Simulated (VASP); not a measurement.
These are r2SCAN meta-GGA, VASP's PBE PAW potentials (set 64) (plane waves; VASP) values and carry that method's errors.

VASP ran on this input.

File POSCAR:
```
PbO2
1
    4.8885810686     0.0000000000     0.0000000000
    0.0000000000     4.8885810686     0.0000000000
    0.0000000000     0.0000000000     3.3451655204
Pb O
2 4
Direct
  0.0000000000   0.0000000000   0.0000000000
  0.5000000000   0.5000000000   0.5000000000
  0.3072705156   0.3072705156   0.0000000000
  0.8072705156   0.1927294844   0.5000000000
  0.1927294844   0.8072705156   0.5000000000
  0.6927294844   0.6927294844   1.0000000000
```

**INCAR**
```
SYSTEM=PbO2
PREC=Accurate; ENCUT=520; LREAL=.FALSE.
LASPH=.TRUE.
EDIFF=1E-7; NELM=100; ALGO=Normal
LMAXMIX=4; LMIXTAU=.TRUE.
ISMEAR=0; SIGMA=0.05
METAGGA=R2SCAN
IBRION=2; NSW=30; ISIF=4
EDIFFG=-0.01
LWAVE=.FALSE.; LCHARG=.FALSE.
```

KPOINTS:
```
Automatic mesh
0
Gamma
5 5 7
0 0 0
```

POTCAR, in this order: Pb_d O (PBE.64 set). Program: vasp_std.

Problem. What will the output report for the number of irreducible k-points (NKPTS), largest plane-wave count, number of space-group operations, FFT grid (NGX, NGY, NGZ)?

Solution. 
```json
{
 "number of irreducible k-points (NKPTS)": "24",
 "largest_plane_wave_count": "2170",
 "number_of_space_group_operations": "16",
 "FFT grid (NGX, NGY, NGZ)": "36 × 36 × 28"
}
```

The compound is PbO2 in the rutile structure. This cell is one point of a volume scan, at 0.94 of the reference volume. Symmetry was kept, so distortions that lower it aren't found.
